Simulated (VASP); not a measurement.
```
GeP
1.0
    0.00000     2.79288     2.79288
    2.79288     0.00000     2.79288
    2.79288     2.79288     0.00000
Ge P
1 1
Cartesian
  0.00000   0.00000   0.00000
  4.18932   4.18932   4.18932
```

Level of theory: PBEsol GGA, VASP's PBE PAW potentials (set 64) (plane waves; VASP 6.6.1). Run with 400 eV cut-off, 13×13×13 Γ-centred mesh, tetrahedra with Blöchl corrections, potentials Ge_d P.

Task: Tabulate the total density of states (states/eV per cell) against energy (eV; zero at the valence-band maximum or, without a gap, the Fermi level).

Result: 
```
E (eV) | DOS (states/eV)
    -9.93 |  0.00
    -9.58 | ########## 0.80
    -9.24 | ############ 0.97
    -8.89 | ############ 1.02
    -8.55 | ####### 0.61
    -8.20 | ###### 0.47
    -7.86 | #### 0.36
    -7.51 | #### 0.30
    -7.17 | ### 0.23
    -6.83 | ## 0.20
    -6.48 | ## 0.16
    -6.14 | ## 0.13
    -5.79 | ###### 0.49
    -5.45 | ############### 1.29
    -5.10 | ############## 1.18
    -4.76 | ################### 1.55
    -4.41 | #################### 1.66
    -4.07 | ################### 1.56
    -3.73 | ################## 1.49
    -3.38 | ################# 1.39
    -3.15 | ########## 0.86
    -2.81 | ###### 0.47
    -2.46 | ## 0.20
    -2.12 |  0.00
    -1.77 |  0.00
    -1.43 |  0.03
    -1.08 | ## 0.17
    -0.74 | ###### 0.47
    -0.40 | ############ 1.01
    -0.05 | ######################### 2.10
     0.29 | ################ 1.30
     0.64 | ########## 0.80
     0.98 | ############# 1.07
     1.32 | ########### 0.88
     1.67 | ########### 0.92
     2.01 | ############################## 2.51
     2.36 | ################# 1.46
     2.70 | ############# 1.09
     3.05 | #################### 1.67
     3.39 | ################# 1.45
```
Within 2 eV below the Fermi level the largest weight inside VASP's projection spheres is P p, then Ge s.

The structure comes from a computed database's GeP entry (F-43m); how it stands against other phases isn't given here. It was relaxed first, which changed the volume by -7 %. The electron count is odd and the run is not spin-polarised, which forces a metal.
